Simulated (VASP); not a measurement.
VASP input:

**KPOINTS**
```
Automatic mesh
0
Gamma
7 7 7
0 0 0
```

INCAR:
```
# general
SYSTEM  = NaI
PREC    = Accurate
ENCUT   = 400   # plane-wave cut-off (eV)
LREAL   = .FALSE.
LASPH   = .TRUE.

# electronic loop
EDIFF   = 1E-6   # SCF stop (eV)
NELM    = 100   # most electronic steps
ALGO    = Conjugate
LMAXMIX = 4   # l cut-off of mixed one-centre charges

# smearing
ISMEAR  = 0
SIGMA   = 0.05

# functional
GGA     = PE

# ions
ISIF    = 2   # forces and stress, cell fixed

# output
LWAVE   = .FALSE.
LCHARG  = .FALSE.
```

File POSCAR:
```
NaI
1
    0.0000000000     3.2350000000     3.2350000000
    3.2350000000     0.0000000000     3.2350000000
    3.2350000000     3.2350000000     0.0000000000
Na I
1 1
Direct
  0.0000000000   0.0000000000   0.0000000000
  0.5000000000   0.5000000000   0.5000000000
```

POTCAR, in this order: Na_pv I (PBE.64 set). Program: vasp_std.

Translate this PBE calculation to Ansatz.

One equivalent input (not run):
Ansatz 0.2 input:
```yaml
crystal:
  lattice:
    - [0.0000000, 3.2350000, 3.2350000]
    - [3.2350000, 0.0000000, 3.2350000]
    - [3.2350000, 3.2350000, 0.0000000]
  atoms:
    - { symbol: Na, position: [0.0000000, 0.0000000, 0.0000000] }
    - { symbol: I, position: [0.5000000, 0.5000000, 0.5000000] }
kpoints:
  mp_grid: { grid: [7, 7, 7] }
hamiltonian:
  xc: pbe
  pseudopotentials: { kind: paw }
scf:
  occupations: { method: gaussian, width: 0.05 }
  max_iter: 100
output: { forces: true, stress: true, eigenvalues: true }
```
Limits of the translation: each code has its own PAW files, so the cut-off isn't converted (ENCUT is set for VASP's; basis.ecutwfc is left out, and Ansatz then takes the one that its files recommend); Ansatz stops its SCF on the density residual and VASP on the energy change (EDIFF).

The compound is NaI in the rock salt structure. The cell was not relaxed at this level. The run is one of a series of settings (ALGO = Conjugate against the base run), some of them coarse on purpose.
